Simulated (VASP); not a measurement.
All values below come from revTPSS meta-GGA, VASP's PBE PAW potentials (set 64) (plane waves; VASP).

VASP input:

File POSCAR:
```
Ho
1
    1.7900000000    -3.1003710000     0.0000000000
    1.7900000000     3.1003710000     0.0000000000
    0.0000000000     0.0000000000     5.6200000000
Ho
2
Direct
  0.3333330000   0.6666670000   0.2500000000
  0.6666670000   0.3333330000   0.7500000000
```

### INCAR
```
# general
SYSTEM  = Ho
PREC    = Accurate
ENCUT   = 520
LREAL   = .FALSE.
LASPH   = .TRUE.

# electronic loop
EDIFF   = 1E-6
NELM    = 100
ALGO    = Normal
LMAXMIX = 6
LMIXTAU = .TRUE.

# smearing
ISMEAR  = 1
SIGMA   = 0.1

# functional
METAGGA = RTPSS

# ions
IBRION  = 2
NSW     = 60
ISIF    = 3
EDIFFG  = -0.01

# output
LWAVE   = .FALSE.
LCHARG  = .FALSE.
```

**KPOINTS**
```
kpoints
0
G
11 11 6
0 0 0
```

POTCAR, in this order: Ho_3 (PBE.64 set). Program: vasp_std.

The resulting files:

OSZICAR:
```
       N       E                     dE             d eps       ncg     rms          rms(c)
DAV:   1     0.226542214965E+03    0.22654E+03   -0.96956E+03  1672   0.168E+03
DAV:   2     0.763234229994E+02   -0.15022E+03   -0.14773E+03  1767   0.733E+02
DAV:   3     0.649055247845E+02   -0.11418E+02   -0.11046E+02  2853   0.147E+02
DAV:   4     0.642454573653E+02   -0.66007E+00   -0.61743E+00  2880   0.247E+01
DAV:   5     0.642119164754E+02   -0.33541E-01   -0.33401E-01  2918   0.574E+00    0.295E+01
DAV:   6     0.565150242467E+02   -0.76969E+01   -0.32015E+01  1680   0.557E+02    0.176E+01
DAV:   7     0.571096905835E+02    0.59467E+00   -0.24827E+00  3208   0.452E+01    0.269E+00
DAV:   8     0.567103568634E+02   -0.39933E+00   -0.63044E-01  1704   0.112E+01    0.196E+00
DAV:   9     0.574159395796E+02    0.70558E+00   -0.19087E+02  1664   0.389E+03    0.792E-01
DAV:  10     0.574218539439E+02    0.59144E-02   -0.39530E-02  3303   0.494E+00    0.368E-01
DAV:  11     0.574260150630E+02    0.41611E-02   -0.30480E-03  2940   0.537E-01    0.219E-01
DAV:  12     0.566999624661E+02   -0.72605E+00   -0.50162E-01  1824   0.934E+00    0.198E-01
DAV:  13     0.566984868214E+02   -0.14756E-02   -0.21238E-03  2788   0.777E-01    0.483E-02
DAV:  14     0.574700094353E+02    0.77152E+00   -0.21679E+02  1664   0.455E+03    0.635E-02
DAV:  15     0.566986204590E+02   -0.77139E+00   -0.50716E-01  1924   0.926E+00    0.430E-02
DAV:  16     0.566984146699E+02   -0.20579E-03   -0.18162E-03  2598   0.673E-01    0.213E-02
DAV:  17     0.566983755782E+02   -0.39092E-04   -0.27897E-05  2757   0.904E-02    0.140E-02
DAV:  18     0.566983874205E+02    0.11842E-04   -0.20847E-06  2159   0.206E-02    0.141E-02
DAV:  19     0.566983697306E+02   -0.17690E-04   -0.26684E-06  2032   0.242E-02    0.783E-03
DAV:  20     0.566983732541E+02    0.35234E-05   -0.63191E-07  1499   0.116E-02    0.635E-03
DAV:  21     0.566983707200E+02   -0.25341E-05   -0.86629E-08  1102   0.615E-03    0.478E-03
DAV:  22     0.566983704101E+02   -0.30986E-06   -0.38300E-08  1087   0.403E-03
   1 F= 0.56698370E+02 E0= 0.56697373E+02  d E =0.566984E+02
       N       E                     dE             d eps       ncg     rms          rms(c)
DAV:   1     0.565677919878E+02   -0.13058E+00   -0.26569E+00  2352   0.168E+01    0.235E+00
DAV:   2     0.566453475899E+02    0.77556E-01   -0.22920E-01  2366   0.598E+00    0.105E+00
DAV:   3     0.566849870397E+02    0.39639E-01   -0.89207E-02  2506   0.352E+00    0.353E-01
DAV:   4     0.566847660257E+02   -0.22101E-03   -0.65541E-03  2598   0.944E-01    0.279E-01
DAV:   5     0.566859518329E+02    0.11858E-02   -0.98643E-04  2681   0.429E-01    0.734E-02
DAV:   6     0.566845910939E+02   -0.13607E-02   -0.48790E-04  2414   0.199E-01    0.247E-02
DAV:   7     0.566845766959E+02   -0.14398E-04   -0.59820E-05  2552   0.792E-02    0.240E-02
DAV:   8     0.566845625529E+02   -0.14143E-04   -0.17410E-05  2158   0.417E-02    0.368E-03
DAV:   9     0.566845511320E+02   -0.11421E-04   -0.13376E-06  1229   0.153E-02    0.218E-03
DAV:  10     0.566845494833E+02   -0.16486E-05   -0.35197E-07   992   0.135E-02    0.129E-03
DAV:  11     0.566845498396E+02    0.35626E-06   -0.14130E-07   967   0.775E-03
   2 F= 0.56684550E+02 E0= 0.56683413E+02  d E =-.138206E-01
       N       E                     dE             d eps       ncg     rms          rms(c)
DAV:   1     0.566815333153E+02   -0.30162E-02   -0.58389E-02  2312   0.241E+00    0.365E-01
DAV:   2     0.566831995164E+02    0.16662E-02   -0.53391E-03  2425   0.965E-01    0.157E-01
DAV:   3     0.566840759990E+02    0.87648E-03   -0.18113E-03  2532   0.504E-01    0.504E-02
DAV:   4     0.566840845779E+02    0.85789E-05   -0.16775E-04  2686   0.153E-01    0.386E-02
DAV:   5     0.566841236816E+02    0.39104E-04   -0.20465E-05  2716   0.620E-02    0.107E-02
DAV:   6     0.566840916878E+02   -0.31994E-04   -0.88964E-06  2296   0.273E-02    0.359E-03
DAV:   7     0.566840913419E+02   -0.34592E-06   -0.54055E-07   922   0.102E-02
   3 F= 0.56684091E+02 E0= 0.56682940E+02  d E =-.142791E-01
       N       E                     dE             d eps       ncg     rms          rms(c)
DAV:   1     0.566816256528E+02   -0.24660E-02   -0.94010E-02  2420   0.276E+00    0.214E-01
DAV:   2     0.566828736710E+02    0.12480E-02   -0.22480E-03  2631   0.544E-01    0.123E-01
DAV:   3     0.566832336498E+02    0.35998E-03   -0.78390E-04  2737   0.248E-01    0.736E-02
DAV:   4     0.566832948604E+02    0.61211E-04   -0.11513E-04  2734   0.108E-01    0.240E-02
DAV:   5     0.566832809915E+02   -0.13869E-04   -0.85062E-05  2311   0.103E-01    0.159E-02
DAV:   6     0.566832465776E+02   -0.34414E-04   -0.98456E-06  2213   0.315E-02    0.337E-03
DAV:   7     0.566832452982E+02   -0.12794E-05   -0.68639E-07  1000   0.148E-02    0.104E-03
DAV:   8     0.566832447822E+02   -0.51598E-06   -0.22704E-07   892   0.132E-02
   4 F= 0.56683245E+02 E0= 0.56681855E+02  d E =-.846560E-03
       N       E                     dE             d eps       ncg     rms          rms(c)
DAV:   1     0.566824491869E+02   -0.79611E-03   -0.36182E-02  2420   0.171E+00    0.138E-01
DAV:   2     0.566829331852E+02    0.48400E-03   -0.86173E-04  2631   0.337E-01    0.736E-02
DAV:   3     0.566830709433E+02    0.13776E-03   -0.30805E-04  2742   0.155E-01    0.413E-02
DAV:   4     0.566830942254E+02    0.23282E-04   -0.44538E-05  2740   0.677E-02    0.136E-02
DAV:   5     0.566830919635E+02   -0.22618E-05   -0.33715E-05  2361   0.654E-02    0.974E-03
DAV:   6     0.566830759647E+02   -0.15999E-04   -0.52135E-06  2123   0.228E-02    0.109E-03
DAV:   7     0.566830760836E+02    0.11886E-06   -0.18831E-07   912   0.760E-03
   5 F= 0.56683076E+02 E0= 0.56681556E+02  d E =-.101526E-02
```

### OUTCAR
```
------------------------ aborting loop because EDIFF is reached ----------------------------------------
  FORCE on cell =-STRESS in cart. coord.  units (eV):
  Direction    XX          YY          ZZ          XY          YZ          ZX
  --------------------------------------------------------------------------------------
  Total        0.0082514      0.0082514      0.0036078      0.0000000      0.0000000      0.0000000
  in kB        0.2202275      0.2202275      0.0962907      0.0000000      0.0000000      0.0000000
  external PRESSURE =       0.1789152 kB  Pullay stress =       0.0000000 kB
  volume of cell :       60.03
      direct lattice vectors                 reciprocal lattice vectors
     1.778725389 -3.080842800 -0.000000000     0.281100165 -0.162293253  0.000000000
     1.778725389  3.080842800  0.000000000     0.281100165  0.162293253  0.000000000
    -0.000000000  0.000000000  5.477172457     0.000000000 -0.000000000  0.182575956
 POSITION                                       TOTAL-FORCE (eV/Angst)
 -----------------------------------------------------------------------------------
      1.77873      1.02695      1.36929         0.000000     -0.000000      0.000000
      1.77873     -1.02695      4.10788        -0.000000      0.000000      0.000000
 -----------------------------------------------------------------------------------
    total drift:                               -0.000003      0.000090     -0.000010
  FREE ENERGIE OF THE ION-ELECTRON SYSTEM (eV)
  ---------------------------------------------------
  free  energy   TOTEN  =        56.6830760836 eV

  energy  without entropy=       56.6785146398  energy(sigma->0) =       56.68155560

 reached required accuracy - stopping structural energy minimisation
```
(Selected blocks of OUTCAR.)

File CONTCAR:
```
Ho
   1.00000000000000
     1.7787253888710113   -3.0808427996444778   -0.0000000000000000
     1.7787253888710113    3.0808427996444778    0.0000000000000000
    -0.0000000000000000    0.0000000000000000    5.4771724570373852
  Ho
     2
Direct
     0.3333330000000032    0.6666669999999968    0.2500000000000000
     0.6666669999999968    0.3333330000000032    0.7500000000000000
```

The 4f electrons are frozen in the core of the lanthanide potential, so 4f levels, which can set the real gap, and their magnetism are missing. Energy and stress use the plane-wave basis of the starting cell.

The compound is Ho in the hcp structure. This run relaxes it. Symmetry was kept, so distortions that lower it aren't found.
